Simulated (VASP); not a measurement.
Consider the following.

Space group Fm-3m (No. 225); a = b = c = 4.2697 Å, α = β = γ = 90.00°

| atom | site | symmetry | x | y | z |
|---|---|---|---|---|---|
| Ti | 4a | m-3m | 0.0000 | 0.0000 | 0.0000 |
| N | 4b | m-3m | 0.5000 | 0.5000 | 0.5000 |
(The calculation used a cell of 2 atoms; values per cell refer to that cell.)

Level of theory: revPBE GGA, VASP's PBE PAW potentials (set 64) (plane waves; VASP 6.6.1). Numerical set-up: 520 eV cut-off, 15×15×15 Γ-centred mesh, first-order Methfessel-Paxton smearing of 0.10 eV, potentials Ti_sv N.

Give the energy at these volumes per atom, relative to the lowest: 9.14, 9.43, 9.72, 10.01, 10.30 Å³.

33.2, 8.1, 0.0, 6.4, 25.2 meV/atom. A third-order Birch-Murnaghan fit gives B0 = 264 GPa and B0′ = 4.3.

Measured: bulk modulus 288 GPa (computed value off by -8.4 %), as given by V. Krasnenko et al., Solid State Sciences (2013), arXiv:1306.3139; a 4.239 Å (computed value off by +0.7 %), as given by Guo-Xu Zhang et al., New Journal of Physics (2018), doi:10.1088/1367-2630/aac7f0. The calculation is for a static lattice, while the measured bulk modulus, a hold thermal and zero-point effects, which are part of the difference.

The compound is TiN in the rock salt structure. It was relaxed first.
